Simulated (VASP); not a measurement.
Computed with PBE GGA, VASP's PBE PAW potentials (set 64) (plane waves; VASP 6.6.1).

The input files of a VASP run:

**INCAR**
```
# general
SYSTEM =Pb
PREC   =Normal
ENCUT  =400   # plane-wave cut-off (eV)
LREAL  =F   # projection in real space or not
LASPH  =T   # aspherical one-centre terms

# electronic loop
EDIFF  =1E-5   # SCF stop (eV)
NELM   =100   # most electronic steps
NELMIN =4
ALGO   =Fast   # Davidson, then RMM-DIIS
LMAXMIX=4   # l cut-off of mixed one-centre charges

# smearing
ISMEAR =1   # Methfessel-Paxton
SIGMA  =0.1   # width (eV)

# functional
GGA    =PE   # PBE

# ions
IBRION =2   # conjugate gradients
NSW    =20   # most ionic steps
ISIF   =2   # forces and stress, cell fixed
EDIFFG =-0.03   # ionic stop

# output
LWAVE  =F
LCHARG =F
```

### KPOINTS
```
Automatic mesh
0
Gamma
14 14 14
0 0 0
```

**POSCAR**
```
Pb
1
    0.0000000000     2.5145659019     2.5145659019
    2.5145659019     0.0000000000     2.5145659019
    2.5145659019     2.5145659019     0.0000000000
Pb
1
Direct
  0.0000000000   0.0000000000   0.0000000000
```

POTCAR, in this order: Pb_d (PBE.64 set). Program: vasp_std.

What VASP printed:

OSZICAR:
```
       N       E                     dE             d eps       ncg     rms          rms(c)
DAV:   1     0.951968928009E+02    0.95197E+02   -0.63433E+03  2309   0.121E+03
DAV:   2     0.808666251221E+00   -0.94388E+02   -0.92569E+02  2354   0.300E+02
DAV:   3    -0.347652642129E+01   -0.42852E+01   -0.42430E+01  2729   0.764E+01
DAV:   4    -0.357310771301E+01   -0.96581E-01   -0.96561E-01  2720   0.129E+01
DAV:   5    -0.357738637428E+01   -0.42787E-02   -0.42786E-02  2865   0.238E+00    0.483E-01
RMM:   6    -0.356925416293E+01    0.81322E-02   -0.11709E-02  2291   0.180E+00    0.253E-01
RMM:   7    -0.356746154327E+01    0.17926E-02   -0.79825E-03  2288   0.118E+00    0.889E-02
RMM:   8    -0.356756490176E+01   -0.10336E-03   -0.18067E-03  2408   0.806E-01    0.177E-02
RMM:   9    -0.356762271494E+01   -0.57813E-04   -0.68145E-04  2544   0.326E-01    0.183E-02
RMM:  10    -0.356763030280E+01   -0.75879E-05   -0.23506E-04  2334   0.317E-01    0.616E-03
RMM:  11    -0.356763961104E+01   -0.93082E-05   -0.12235E-04  2209   0.127E-01    0.339E-03
RMM:  12    -0.356764143965E+01   -0.18286E-05   -0.17902E-05  1508   0.631E-02
   1 F= -.35676414E+01 E0= -.35676277E+01  d E =-.356764E+01
```

### OUTCAR
```
------------------------ aborting loop because EDIFF is reached ----------------------------------------
  FORCE on cell =-STRESS in cart. coord.  units (eV):
  Direction    XX          YY          ZZ          XY          YZ          ZX
  --------------------------------------------------------------------------------------
  Total        0.0529250      0.0529250      0.0529250     -0.0000000      0.0000000      0.0000000
  in kB        2.6665658      2.6665658      2.6665658     -0.0000000      0.0000000      0.0000000
  external PRESSURE =       2.6665658 kB  Pullay stress =       0.0000000 kB
  volume of cell :       31.80
      direct lattice vectors                 reciprocal lattice vectors
     0.000000000  2.514565902  2.514565902    -0.198841478  0.198841478  0.198841478
     2.514565902  0.000000000  2.514565902     0.198841478 -0.198841478  0.198841478
     2.514565902  2.514565902  0.000000000     0.198841478  0.198841478 -0.198841478
 POSITION                                       TOTAL-FORCE (eV/Angst)
 -----------------------------------------------------------------------------------
      0.00000      0.00000      0.00000        -0.000000      0.000000      0.000000
 -----------------------------------------------------------------------------------
    total drift:                                0.000000     -0.000000      0.000000
  FREE ENERGIE OF THE ION-ELECTRON SYSTEM (eV)
  ---------------------------------------------------
  free  energy   TOTEN  =        -3.5676414396 eV

  energy  without entropy=       -3.5676002960  energy(sigma->0) =       -3.56762773

 reached required accuracy - stopping structural energy minimisation
```
(Selected blocks of OUTCAR.)

The compound is Pb in the fcc structure. It was relaxed first.
